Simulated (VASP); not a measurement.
# Nb3Sn: how cutoff and mesh change the relaxed cell, part 2 of 2

Aim: test the relaxed volume of Nb3Sn against cutoff and mesh. The starting structure is a measured crystal structure from the Crystallography Open Database. The first relaxation on each setting starts from this cell expanded by 3 % in volume.

VASP 6.6.1.

Results so far: reference 18.13 Å³ an atom; a cutoff of 290 eV 18.04 Å³ an atom.

## (4) Relaxation with a 3×3×3 mesh

Level of this step: PBEsol; plane waves and PAW (Sn_d, Nb_sv) (VASP).

Against step 2 the input has a 3×3×3 mesh (also changed: KPAR and NCORE). This run starts from the cell of an earlier relaxation, which isn't shown; the restart sets up the plane waves anew.

The input, INCAR:

```
SYSTEM = Nb3Sn
PREC = Accurate
ENCUT = 450
EDIFF = 1E-06
NELM = 100
ISMEAR = 1
SIGMA = 0.15
LREAL = .FALSE.
ALGO = Normal
GGA = PS
NBANDS = 65
LASPH = .TRUE.
LORBIT = 11
LWAVE = .FALSE.
LCHARG = .FALSE.
KPAR = 2
NCORE = 4
IBRION = 2
NSW = 50
ISIF = 3
EDIFFG = -0.006
```

The input, POSCAR:

```
Nb3Sn
1.0
    5.2538540072      0.0000000000      0.0000000000
    0.0000000000      5.2538540072      0.0000000000
    0.0000000000      0.0000000000      5.2538540072
Sn Nb
2 6
Direct
    0.5000000000      0.5000000000      0.5000000000
    0.0000000000      0.0000000000      0.0000000000
    0.0000000000      0.5000000000      0.2500000000
    0.0000000000      0.5000000000      0.7500000000
    0.5000000000      0.2500000000      0.0000000000
    0.7500000000      0.0000000000      0.5000000000
    0.5000000000      0.7500000000      0.0000000000
    0.2500000000      0.0000000000      0.5000000000
```

The input, KPOINTS:

```
Automatic mesh
0
Gamma
3 3 3
0 0 0
```

Potentials, in the order of the species: Sn_d and Nb_sv (PBE family, release 64).

Command:

```bash
mpirun -np 8 vasp_std
```

Output:

```text
[banner, memory and clock lines left out]
running    8 mpi-ranks, on    1 nodes
[...]
[... a notice as in an earlier step ...]

 LDA part: xc-table for (Slater+PW92), standard interpolation
 POSCAR, INCAR and KPOINTS ok, starting setup
[...]
entering main loop
       N       E                     dE             d eps       ncg     rms          rms(c)
DAV:   1     0.165404523499E+04    0.16540E+04   -0.47149E+04   528   0.200E+03
DAV:   2     0.178440719368E+03   -0.14756E+04   -0.14411E+04   520   0.721E+02
DAV:   3    -0.505185773121E+02   -0.22896E+03   -0.21946E+03   692   0.245E+02
DAV:   4    -0.770138431491E+02   -0.26495E+02   -0.25944E+02   808   0.746E+01
[...]
DAV:  11    -0.760803524911E+02    0.23553E-04   -0.54075E-04   720   0.131E-01    0.310E-02
DAV:  12    -0.760803437216E+02    0.87695E-05   -0.47942E-05   880   0.364E-02    0.490E-03
DAV:  13    -0.760803428893E+02    0.83231E-06   -0.36772E-06   520   0.111E-02
   1 F= -.76080343E+02 E0= -.76069106E+02  d E =-.760803E+02
[...]
DAV:   9    -0.760803072748E+02   -0.29654E-06   -0.23033E-07   368   0.332E-03
   2 F= -.76080307E+02 E0= -.76069112E+02  d E =0.356144E-04
 trial-energy change:    0.000036  1 .order    0.000034   -0.000063    0.000130
 step:   0.3267(harm=  0.3267)  dis= 0.00000  next Energy=   -76.080353 (dE=-0.103E-04)
[...]
N       E                     dE             d eps       ncg     rms          rms(c)
DAV:   1    -0.760807963255E+02   -0.48935E-03   -0.15893E-02   584   0.100E+00    0.138E-01
DAV:   2    -0.760804824369E+02    0.31389E-03   -0.16604E-03   680   0.303E-01    0.788E-02
DAV:   3    -0.760803630767E+02    0.11936E-03   -0.91645E-04   784   0.170E-01    0.441E-02
DAV:   4    -0.760803548139E+02    0.82628E-05   -0.11255E-04   736   0.488E-02    0.165E-02
DAV:   5    -0.760803553488E+02   -0.53486E-06   -0.11429E-05   672   0.151E-02    0.145E-02
DAV:   6    -0.760803539688E+02    0.13800E-05   -0.33874E-06   512   0.799E-03    0.637E-03
DAV:   7    -0.760803516347E+02    0.23340E-05   -0.33885E-06   504   0.709E-03    0.105E-03
DAV:   8    -0.760803521737E+02   -0.53894E-06   -0.40356E-07   368   0.501E-03
   3 F= -.76080352E+02 E0= -.76069129E+02  d E =-.928441E-05
[...]
reached required accuracy - stopping structural energy minimisation
```

Elapsed: 11 s, on 8 MPI ranks of Intel Xeon 6975P-C (Granite Rapids), shared host; peak memory 1.2 GiB; 81 s of CPU time.

Parts of OUTCAR (step 4):

```text
  Total        0.0073922      0.0073922      0.0073922      0.0000000     -0.0000000      0.0000000
  in kB        0.0816958      0.0816958      0.0816958      0.0000000     -0.0000000      0.0000000
  external PRESSURE =       0.0816958 kB  Pullay stress =       0.0000000 kB

 POSITION                                       TOTAL-FORCE (eV/Angst)
 -----------------------------------------------------------------------------------
      2.62662      2.62662      2.62662         0.000000     -0.000000     -0.000000
      0.00000      0.00000      0.00000         0.000000     -0.000000     -0.000000
      0.00000      2.62662      1.31331         0.000000      0.000000      0.000000
      0.00000      2.62662      3.93993        -0.000000     -0.000000     -0.000000
      2.62662      1.31331      0.00000        -0.000000      0.000000      0.000000
      3.93993      0.00000      2.62662         0.000000      0.000000      0.000000
      2.62662      3.93993      0.00000         0.000000     -0.000000     -0.000000
      1.31331      0.00000      2.62662        -0.000000      0.000000     -0.000000
 -----------------------------------------------------------------------------------
    total drift:                                0.000000      0.000000     -0.000000

  FREE ENERGIE OF THE ION-ELECTRON SYSTEM (eV)
  ---------------------------------------------------
  free  energy   TOTEN  =       -76.0803521737 eV

  energy  without entropy=      -76.0466818245  energy(sigma->0) =      -76.06912872

[... 1 part as in an earlier step ...]

[... 3 further parts left out ...]
[key lines of the parts left out:]
E-fermi :  11.4719
```

With a 3×3×3 mesh the cell ends at 18.121 Å³ an atom, -0.06 % from the reference.

## (5) Relaxation with a cutoff of 600 eV

Against step 2 the input has ENCUT = 600. This run starts from the cell of an earlier relaxation, which isn't shown; the restart sets up the plane waves anew.

Edit INCAR of step 4 so:

```diff
@@ -2,3 +2,3 @@
 PREC = Accurate
-ENCUT = 450
+ENCUT = 600
 EDIFF = 1E-06
@@ -15,4 +15,3 @@
 LCHARG = .FALSE.
-KPAR = 2
-NCORE = 4
+KPAR = 8
 IBRION = 2
```

Edit POSCAR of step 4 so:

```diff
@@ -2,5 +2,5 @@
 1.0
-    5.2538540072      0.0000000000      0.0000000000
-    0.0000000000      5.2538540072      0.0000000000
-    0.0000000000      0.0000000000      5.2538540072
+    5.2561740672      0.0000000000      0.0000000000
+    0.0000000000      5.2561740672      0.0000000000
+    0.0000000000      0.0000000000      5.2561740672
 Sn Nb
```

The input, KPOINTS:

```
Automatic mesh
0
Gamma
6 6 6
0 0 0
```

Command:

```bash
mpirun -np 8 vasp_std
```

Output:

```text
[... set-up lines as in an earlier step ...]
 entering main loop
       N       E                     dE             d eps       ncg     rms          rms(c)
DAV:   1     0.196659401653E+04    0.19666E+04   -0.55221E+04  2745   0.240E+03
DAV:   2     0.239708374760E+03   -0.17269E+04   -0.16840E+04  2648   0.867E+02
DAV:   3    -0.404569921829E+02   -0.28017E+03   -0.26951E+03  3353   0.302E+02
DAV:   4    -0.762686999874E+02   -0.35812E+02   -0.34685E+02  4016   0.919E+01
[...]
DAV:  11    -0.759529443543E+02    0.48616E-04   -0.45408E-04  3624   0.116E-01    0.230E-02
DAV:  12    -0.759529341473E+02    0.10207E-04   -0.48682E-05  4376   0.396E-02    0.568E-03
DAV:  13    -0.759529341339E+02    0.13362E-07   -0.42087E-06  2648   0.117E-02
   1 F= -.75952934E+02 E0= -.75946014E+02  d E =-.759529E+02
[...]
reached required accuracy - stopping structural energy minimisation
```

Run time: 27 s. Hardware: 8 MPI ranks; peak memory 3.1 GiB; 3.1 min of CPU time.

OUTCAR, selected parts (step 5):

```text
  Total       -0.0036104     -0.0036104     -0.0036104     -0.0000000      0.0000000      0.0000000
  in kB       -0.0398340     -0.0398340     -0.0398340     -0.0000000      0.0000000      0.0000000
  external PRESSURE =      -0.0398340 kB  Pullay stress =       0.0000000 kB

 POSITION                                       TOTAL-FORCE (eV/Angst)
 -----------------------------------------------------------------------------------
      2.62809      2.62809      2.62809        -0.000000      0.000000     -0.000000
      0.00000      0.00000      0.00000        -0.000000      0.000000     -0.000000
      0.00000      2.62809      1.31404        -0.000000     -0.000000      0.000000
      0.00000      2.62809      3.94213        -0.000000      0.000000     -0.000000
      2.62809      1.31404      0.00000         0.000000      0.000000     -0.000000
      3.94213      0.00000      2.62809         0.000000     -0.000000      0.000000
      2.62809      3.94213      0.00000        -0.000000      0.000000      0.000000
      1.31404      0.00000      2.62809        -0.000000      0.000000     -0.000000
 -----------------------------------------------------------------------------------
    total drift:                                0.000000     -0.000000     -0.000000

  FREE ENERGIE OF THE ION-ELECTRON SYSTEM (eV)
  ---------------------------------------------------
  free  energy   TOTEN  =       -75.9529341339 eV

  energy  without entropy=      -75.9321741685  energy(sigma->0) =      -75.94601415

[... 2 parts as in an earlier step ...]

[... 2 further parts left out ...]
[key lines of the parts left out:]
E-fermi :  11.5129
```

With a cutoff of 600 eV the cell ends at 18.152 Å³ an atom, +0.11 % from the reference.

## (6) Relaxation with an 8×8×8 mesh

Against step 2 the input has an 8×8×8 mesh. This run starts from the cell of an earlier relaxation, which isn't shown; the restart sets up the plane waves anew.

Edit INCAR of step 5 so:

```diff
@@ -2,3 +2,3 @@
 PREC = Accurate
-ENCUT = 600
+ENCUT = 450
 EDIFF = 1E-06
```

Edit POSCAR of step 5 so:

```diff
@@ -2,5 +2,5 @@
 1.0
-    5.2561740672      0.0000000000      0.0000000000
-    0.0000000000      5.2561740672      0.0000000000
-    0.0000000000      0.0000000000      5.2561740672
+    5.2554728598      0.0000000000      0.0000000000
+    0.0000000000      5.2554728598      0.0000000000
+    0.0000000000      0.0000000000      5.2554728598
 Sn Nb
```

The input, KPOINTS:

```
Automatic mesh
0
Gamma
8 8 8
0 0 0
```

Command:

```bash
mpirun -np 8 vasp_std
```

Output:

```text
[... set-up lines as in an earlier step ...]
 entering main loop
       N       E                     dE             d eps       ncg     rms          rms(c)
DAV:   1     0.164621366872E+04    0.16462E+04   -0.47417E+04  4889   0.200E+03
DAV:   2     0.177480836417E+03   -0.14687E+04   -0.14337E+04  4590   0.741E+02
DAV:   3    -0.504854624190E+02   -0.22797E+03   -0.21847E+03  6068   0.246E+02
DAV:   4    -0.770698357745E+02   -0.26584E+02   -0.25896E+02  6860   0.757E+01
[...]
DAV:  12    -0.759365918750E+02    0.94028E-05   -0.54171E-05  7812   0.402E-02    0.448E-03
DAV:  13    -0.759365906113E+02    0.12636E-05   -0.36845E-06  4604   0.110E-02    0.255E-03
DAV:  14    -0.759365905754E+02    0.35961E-07   -0.69507E-07  3740   0.631E-03
   1 F= -.75936591E+02 E0= -.75928200E+02  d E =-.759366E+02
[...]
reached required accuracy - stopping structural energy minimisation
```

Elapsed: 36 s, on 8 MPI ranks; peak memory 2.8 GiB.

From OUTCAR (step 6):

```text
  Total       -0.0474052     -0.0474052     -0.0474052      0.0000000     -0.0000000     -0.0000000
  in kB       -0.5232399     -0.5232399     -0.5232399      0.0000000     -0.0000000     -0.0000000
  external PRESSURE =      -0.5232399 kB  Pullay stress =       0.0000000 kB

 POSITION                                       TOTAL-FORCE (eV/Angst)
 -----------------------------------------------------------------------------------
      2.62774      2.62774      2.62774        -0.000000      0.000000     -0.000000
      0.00000      0.00000      0.00000        -0.000000      0.000000     -0.000000
      0.00000      2.62774      1.31387        -0.000000      0.000000      0.000000
      0.00000      2.62774      3.94160        -0.000000     -0.000000     -0.000000
      2.62774      1.31387      0.00000         0.000000      0.000000     -0.000000
      3.94160      0.00000      2.62774         0.000000      0.000000      0.000000
      2.62774      3.94160      0.00000         0.000000     -0.000000      0.000000
      1.31387      0.00000      2.62774        -0.000000     -0.000000     -0.000000
 -----------------------------------------------------------------------------------
    total drift:                                0.000000      0.000000     -0.000000

  FREE ENERGIE OF THE ION-ELECTRON SYSTEM (eV)
  ---------------------------------------------------
  free  energy   TOTEN  =       -75.9365905754 eV

  energy  without entropy=      -75.9114187143  energy(sigma->0) =      -75.92819996

[... 1 part as in an earlier step ...]

[... 3 further parts left out ...]
[key lines of the parts left out:]
E-fermi :  11.5151
```

With an 8×8×8 mesh the cell ends at 18.145 Å³ an atom, +0.07 % from the reference.

## (7) The runs compared

```csv
run,volume (Å³/atom),change (%),pressure left (GPa),core minutes
reference,18.133,-,0.0,20.1
a cutoff of 290 eV,18.041,-0.51,0.0,7.12
a 3×3×3 mesh,18.121,-0.06,0.01,3.15
a cutoff of 600 eV,18.152,0.11,0.0,18.7
an 8×8×8 mesh,18.145,0.07,-0.05,21.1
```

Core minutes are wall time times ranks, summed over the relaxations behind a row (those for a bulk modulus apart), on shared hosts.

## (8) Summary of results

```yaml
volume_of_the_reference: 18.13 Å³/atom
volume_against_the_reference_a_cutoff_of_290_ev: -0.51 %
volume_against_the_reference_a_3x3x3_mesh: -0.06 %
volume_against_the_reference_a_cutoff_of_600_ev: +0.11 %
volume_against_the_reference_an_8x8x8_mesh: +0.07 %
```

**Reading.** The volume moves most with a cutoff of 290 eV: -0.51 % against the reference (450 eV, 6×6×6 mesh). On finer settings it changes by +0.11 % with a cutoff of 600 eV and +0.07 % with an 8×8×8 mesh. The relaxations stop with up to 0.05 GPa left, which at a bulk modulus of 50 GPa, to name a scale, is 0.10 % of the volume. A cell that shrinks at the lower cutoff is the usual mark of Pulay stress, the error that a plane-wave basis makes when it is kept while the volume changes. Further runs on this material are not shown.

[Lines on the potential files, build, host, timing and source positions are cut from VASP's logs without a mark.]

[Logs are printed without paths, hosts, clocks, repeated set-up lines and the standing remarks that a program may print on its own settings, such as how far it seeks lower states.]

[Hosts, paths, dates, database ids (printed as entryN), source tags and the programs' standing remarks are cut or masked in the printed files.]
